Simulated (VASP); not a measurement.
Here is the system:

```
HoSi
1.0
    2.06601    -5.18919     0.00000
    2.06601     5.18919     0.00000
    0.00000     0.00000     3.79089
Ho Si
2 2
Direct
  0.14021   0.85979   0.25000
  0.85979   0.14021   0.75000
  0.42322   0.57678   0.25000
  0.57678   0.42322   0.75000
```

All values below come from PBEsol GGA, VASP's PBE PAW potentials (set 64) (plane waves; VASP). Settings: 480 eV cut-off, 8×8×8 Γ-centred mesh, first-order Methfessel-Paxton smearing of 0.10 eV, potentials Ho_3 Si.

The 4f electrons are frozen in the core of the lanthanide potential, so 4f levels, which can set the real gap, and their magnetism are missing.

Problem. Predict the energy per atom (σ→0), pressure, largest force, band gap (on the k-mesh) with the smallest direct gap where there is one.

Solution. 
The band gap (on the k-mesh) is none (metal, semimetal or under 0.01 eV) and the energy per atom (σ→0) comes out as -6.242 eV/atom. The pressure is 1.52 GPa and the largest force is 0.108 eV/Å.

Only differences to runs with the same potentials and settings are physical.

The structure comes from a computed database's HoSi entry (Cmcm); how it stands against other phases isn't given here. This cell was strained or had an atom moved on purpose.
